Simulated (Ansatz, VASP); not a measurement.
**InGaP2: VASP beside Ansatz**

One calculation is typed for both programs; each brings its own data sets. How far apart do they land? The cell is generated by rule, not measured, and may not be a known phase. The cell is taken from a series of runs on this material, whose earlier steps may have relaxed, scaled, displaced or heated it; both programs get it as it stands.

Main program and level: Ansatz 0.2.0; plane waves, with VASP 6.6.1 beside it; G0W0 gap at PBEsol.

The structure was built from a prototype and need not be the compound's stable phase.

## 1. The structure

It takes space group P-4m2 (No. 115, tetragonal). The conventional cell has a = 3.993 Å, b = 3.993 Å, c = 11.367 Å, α = 90.00°, β = 90.00°, γ = 90.00°. Nearest to Ga lie 4 P at 2.38 to 2.39 Å. P has 4 Ga at 2.39 Å nearest. Nearest to P lie 2 Ga at 2.38 Å and 2 In at 2.52 Å. P has 4 In at 2.52 Å nearest. In has 4 P at 2.52 Å nearest. It derives from GaP. Farther neighbours are not listed. That group holds within 0.01 Å; judged at 0.001 Å it is Pmm2 (No. 25).

## 2. Ansatz: G0W0 gap, PBEsol

Ansatz runs on its PAW soft_1 files.

Quasiparticle shifts depend on high empty states and on the cores, so they are the hardest test of two PAW sets.

Contents of input.yaml:

```yaml
crystal:
  lattice:
    - [3.9921846874, 0.0, 0.0]
    - [0.0, 3.9946131011, 0.0]
    - [0.0, 0.0, 11.367118017]
  atoms:
    - { symbol: Ga, position: [0.0, 0.0, 0.0584875526] }
    - { symbol: P, position: [0.5, 0.0, 0.1740143415] }
    - { symbol: Ga, position: [0.5, 0.5, 0.2893808615] }
    - { symbol: P, position: [0.0, 0.5, 0.4037060052] }
    - { symbol: In, position: [0.0, 0.0, 0.5392547433] }
    - { symbol: P, position: [0.5, 0.0, 0.673910065] }
    - { symbol: In, position: [0.5, 0.5, 0.8083718985] }
    - { symbol: P, position: [0.0, 0.5, 0.9441462251] }
kpoints:
  mp_grid: { grid: [4, 4, 2] }
hamiltonian:
  xc: pbesol
  pseudopotentials: { kind: paw, azcp: { folder: soft_1 }, xc_functional: pbe }
scf:
  occupations: { method: fixed }
gw:
  n_empty_bands: 351
  ecut_chi: 90.0
  qp_bands: [v2, c2]
  qp_kpoints: band_edges
  screening: { model: contour_deformation }
```

Run with:

```sh
$ ansatz run input.yaml --threads 4 --pin off --max-ram 17510MiB --backend cpu --events-out ev --progress --plain --runs-dir out
```

Numbers of over 12 decimals in the logs are rounded to 6 here.

Log:

```text
Engine: ansatz 0.2.0, aarch64-unknown-linux-gnu
Pseudopotentials: kind: paw
Pseudopotential: Ga, paw, valence charge 13, recommended cutoff 420 eV (normal), soft_1/Ga.paw.azcp
Pseudopotential: P, paw, valence charge 5, recommended cutoff 420 eV (normal), soft_1/P.paw.azcp
Pseudopotential: In, paw, valence charge 13, recommended cutoff 420 eV (normal), soft_1/In.paw.azcp
Functional definition: PBEsol
  exchange = pbesol_x
  correlation = pbesol_c
Crystal: 8 atoms, lattice volume = 181.274 Å³
Basis set: ecut = 420 eV, 3549 PW (Γ)
Bands: 44, of which v1, the nominal top of the filled ones, is band 36 counted from 1 (35 counted from 0)
Symmetry: 4 space group operations
Space group: Pmm2 (ITA 25), of the structure as read, at distance tolerance 5.7e-5 Å
k-points: 18 of 32
Non-local potential: Ga, projectors of the file, l = 0: 2, l = 1: 2, l = 2: 3, l = 3: 1
Non-local potential: P, projectors of the file, l = 0: 2, l = 1: 2, l = 2: 1
Non-local potential: In, projectors of the file, l = 0: 2, l = 1: 2, l = 2: 2, l = 3: 1
PAW form: soft (Blöchl's): semilocal exchange-correlation on the pseudo side does not see the compensation charge
PAW frozen core: Ga, regenerated for the run's functional, and the local potential with it (the file was generated under x = pbe(κ = 0.804, μ = 0.219515), c = pbe(β = 0.066725))
PAW frozen core: P, regenerated for the run's functional, and the local potential with it (the file was generated under x = pbe(κ = 0.804, μ = 0.219515), c = pbe(β = 0.066725))
PAW frozen core: In, regenerated for the run's functional, and the local potential with it (the file was generated under x = pbe(κ = 0.804, μ = 0.219515), c = pbe(β = 0.066725))
PAW one-centre angular grid: Ga, 590 points (default); XC on 64 Gauss nodes
PAW one-centre angular grid: P, 110 points (default); XC on 64 Gauss nodes
PAW one-centre angular grid: In, 590 points (default); XC on 64 Gauss nodes
Initial density: superposition of atomic densities (chi_scale 0.1, normalization cell, long waves kept (reshape's long-wave potential 0.17 eV rms))
Initial wavefunctions: pseudopotential atomic-orbital guess
Functional: x = pbesol(κ = 0.804, μ = 0.123457), c = pbesol(β = 0.046)
SCF iter   1: F=—  HF=-21500.393470 eV  |F-HF|=—  |Δ(HF+E_count)|=         —  Δρ=3.85e-2  dr2=2.90e0  ethr=3.10e-3  ⟨swp⟩=6.0  Hψ=3024  notcnv=0  defer=92
preconditioner: auto → Resta (q_TF=auto, 2.339 Å⁻¹)  ε∞=4.1  [insulator: Δε(μ)=1.183 eV  Ē_g=13.322 eV  n_scr=48 (ndim 8)  ℏωp=23.4 eV  f_vac=0.000  ε∞_Penn≈4.1]
SCF iter   2: F=—  HF=-21499.741523 eV  |F-HF|=—  |Δ(HF+E_count)|=   6.52e-1  Δρ=2.21e-2  dr2=7.20e-1  ethr=3.10e-3  ⟨swp⟩=2.7  Hψ=1212  notcnv=0  defer=96
SCF iter   3: F=—  HF=-21499.628034 eV  |F-HF|=—  |Δ(HF+E_count)|=   1.13e-1  Δρ=4.98e-3  dr2=4.95e-2  ethr=1.00e-3  ⟨swp⟩=2.0  Hψ=1417  notcnv=0  defer=105
SCF iter   4: F=—  HF=-21499.603729 eV  |F-HF|=—  |Δ(HF+E_count)|=   2.43e-2  Δρ=2.17e-3  dr2=1.05e-2  ethr=6.88e-5  ⟨swp⟩=3.0  Hψ=1451  notcnv=0  defer=108
SCF iter   5: F=—  HF=-21499.602739 eV  |F-HF|=—  |Δ(HF+E_count)|=   9.90e-4  Δρ=7.54e-4  dr2=1.42e-3  ethr=1.46e-5  ⟨swp⟩=2.1  Hψ=1418  notcnv=0  defer=108
SCF iter   6: F=—  HF=-21499.603954 eV  |F-HF|=—  |Δ(HF+E_count)|=   1.21e-3  Δρ=2.37e-4  dr2=9.78e-5  ethr=1.97e-6  ⟨swp⟩=3.0  Hψ=1415  notcnv=0  defer=108
SCF iter   7: F=—  HF=-21499.604024 eV  |F-HF|=—  |Δ(HF+E_count)|=   7.02e-5  Δρ=3.71e-5  dr2=2.80e-6  ethr=1.36e-7  ⟨swp⟩=2.0  Hψ=1260  notcnv=0  defer=108
SCF iter   8: F=—  HF=-21499.604028 eV  |F-HF|=—  |Δ(HF+E_count)|=   3.90e-6  Δρ=1.27e-5  dr2=6.51e-7  ethr=3.89e-9  ⟨swp⟩=2.2  Hψ=1383  notcnv=0  defer=108
SCF iter   9: F=-21499.604028 eV  HF=-21499.604028 eV  |F-HF|=3.34e-8  |Δ(HF+E_count)|=   3.82e-7  Δρ=4.90e-6  dr2=9.19e-8  ethr=1.39e-10  ⟨swp⟩=11.5  Hψ=3936  notcnv=0
SCF 1 converged in 9 iterations: F = -21499.604028 eV  dr2 = 9.19e-8
  greatest PAW one-centre occupation: 0.994 electrons in one spin orbital (limit 2), on the Ga atom at site 0 (counted from 0), in its partial waves of l = 2
NSCF: frozen V_eff on 18 k-points
G₀W₀ screening: q 1/18
[... further progress lines ...]
SCF converged after 9 iterations
Free energy (F): -21499.604028 eV
Harris-Foulkes:  -21499.604028 eV  (|F-HF|=3.34e-8)
Internal energy: -21499.604028 eV  (E = F + TS)
E sigma→0 (E₀):  -21499.604028 eV
Fermi energy:    7.061808 eV
--- Per-component energies (eV) ---
  E_band       = -225.543213
  E_kinetic    = 937.155569
  E_local      = -6105.780603  (includes V_loc(G=0)·N_el)
  E_nonlocal   = 603.846141
  E_hartree    = 3139.140456
  E_xc         = -696.891875
  E_vxc        = -534.787624  (∫ρ·V_xc dr)
  E_paw        = -14355.920889  (= ΣΔE_a)
  E_vpaw       = -1404.252992  (= ΣTr[D̂ρ^β])
  E_aug_tail   = -0.000138  (compensation charges beyond the density's cutoff)
  E_ewald      = -5023.534839
  E_core_change = 2.382150  (= ΣΔE_core)
  E_smearing   = -0.000000  (= −TS)
  E_closure    = 0.000000  (closes the sum)
  Σ components = -21499.604028   (vs F -21499.604028, Δ=0.00e0)
--- Band table (eV; the first three rows and the last of 18) ---
  k-point 0: bands = [... 32 lower, 5.5979, 6.9200, 7.0554, 7.0618, 8.0100, 8.4382, 8.5372, 9.3981, ... 4 higher]
  k-point 1: bands = [... 32 lower, 6.2781, 6.2824, 6.6292, 6.6381, 8.4142, 8.4530, 9.2923, 9.5193, ... 4 higher]
  k-point 2: bands = [... 32 lower, 5.5902, 5.8301, 5.8535, 6.8287, 8.9017, 9.2880, 9.6005, 9.8262, ... 4 higher]
  k-point 17: bands = [... 32 lower, 4.1782, 4.1894, 4.2171, 4.2178, 9.4853, 9.5605, 9.6069, 9.7062, ... 4 higher]
--- G₀W₀: contour deformation, 7 samples at zero and on the imaginary axis and 1 off it, 32 q-points, 351 empty bands' worth ---
  eigenvalues of the whole cell's RPA ε∞ on this k-mesh (on a slab, of 1 + 4πα/V) = 15.9646, 19.8105, 19.8902; static W/v taken at q = 0 is 0.052190
  gw.qp_kpoints: band_edges: 10 of 18 stored k-points solved, in 1 pass; an edge of the gap read off the rows below is read off those points alone
    valence top: of the k-points left out ik 5 came nearest to being solved in a further pass, in band 36 (counted from 1, as in the quasiparticle table): it holds the edge there only if its correction is more favourable than any solved in that band by at least 0.759 eV; those differ by 0.089 eV
    conduction bottom: of the k-points left out ik 13 came nearest to being solved in a further pass, in band 37 (counted from 1, as in the quasiparticle table): it holds the edge there only if its correction is more favourable than any solved in that band by at least 0.762 eV; those differ by 0.286 eV
    ik  band        ε_KS         Σx   Σc(E_QP)       V_xc       Z   E_QP_lin       E_QP  E_QP is
     0    35      7.0554   -16.9129     1.3834   -15.2048  0.7495     6.7279     6.7307  root
     0    36      7.0618   -16.9111     1.3831   -15.2035  0.7495     6.7345     6.7373  root
     0    37      8.0100   -10.3509    -3.7783   -14.5330  0.7672     8.4185     8.4139  root
     0    38      8.4382    -6.8861    -3.8034   -10.8528  0.7748     8.6022     8.6016  root
     1    35      6.6292   -16.3667     1.4851   -14.5449  0.7474     6.2892     6.2925  root
     1    36      6.6381   -16.3642     1.4843   -14.5434  0.7473     6.2983     6.3016  root
     1    37      8.4142    -7.0692    -3.8137   -11.0856  0.7723     8.6180     8.6169  root
     1    38      8.4530    -7.7227    -3.7996   -11.7776  0.7688     8.7100     8.7083  root
     2    35      5.8535   -16.1109     1.8325   -13.8985  0.7405     5.4689     5.4737  root
     2    36      6.8287   -16.7510     1.4793   -14.9380  0.7479     6.4919     6.4950  root
     2    37      8.9017    -7.8469    -3.9018   -12.0041  0.7653     9.1590     9.1571  root
     2    38      9.2880    -9.0869    -4.0073   -13.4596  0.7581     9.6576     9.6534  root
     3    35      6.4743   -16.2746     1.3967   -14.5417  0.7485     6.1350     6.1382  root
     3    36      6.6319   -16.5024     1.5404   -14.6225  0.7465     6.2890     6.2924  root
     3    37      8.6265    -8.8326    -3.8575   -13.0371  0.7672     8.9770     8.9735  root
     3    38      8.8113    -8.5238    -3.9192   -12.7715  0.7664     9.1429     9.1398  root
     4    35      6.2554   -16.3390     1.7127   -14.2646  0.7433     5.8897     5.8938  root
     4    36      6.3050   -16.3654     1.7025   -14.3061  0.7438     5.9443     5.9482  root
     4    37      8.3384    -9.0892    -3.7809   -13.2101  0.7697     8.6815     8.6783  root
     4    38      8.3732    -9.0921    -3.8016   -13.2400  0.7695     8.7229     8.7196  root
     6    35      5.8457   -16.1121     1.8330   -13.8990  0.7405     5.4609     5.4657  root
     6    36      6.8219   -16.7535     1.4796   -14.9400  0.7479     6.4850     6.4881  root
     6    37      8.8955    -7.8422    -3.8997   -11.9964  0.7654     9.1519     9.1501  root
     6    38      9.2818    -9.0914    -4.0051   -13.4617  0.7580     9.6512     9.6470  root
[...]
12    35      6.2440   -16.3428     1.7138   -14.2672  0.7433     5.8782     5.8822  root
    12    36      6.2988   -16.3664     1.7031   -14.3064  0.7438     5.9379     5.9419  root
    12    37      8.3319    -9.0899    -3.7793   -13.2089  0.7697     8.6748     8.6716  root
    12    38      8.3680    -9.0951    -3.7996   -13.2408  0.7695     8.7174     8.7141  root
    16    35      4.4961   -15.6424     2.2132   -13.0160  0.7254     4.0765     4.0831  root
    16    36      4.4961   -15.6424     2.2132   -13.0160  0.7254     4.0765     4.0831  root
    16    37      8.5587    -6.7733    -3.6724   -10.5637  0.7801     8.6771     8.6768  root
    16    38      8.5636    -6.7705    -3.6687   -10.5574  0.7803     8.6822     8.6819  root
```

[end of part 1 of 2]

[Lines on the potential files, build, host, timing and source positions are cut from VASP's logs without a mark.]

[Logs are printed without paths, hosts, clocks, repeated set-up lines and the standing remarks that a program may print on its own settings, such as how far it seeks lower states.]

[Hosts, paths, dates, database ids (printed as entryN), source tags and the programs' standing remarks are cut or masked in the printed files.]
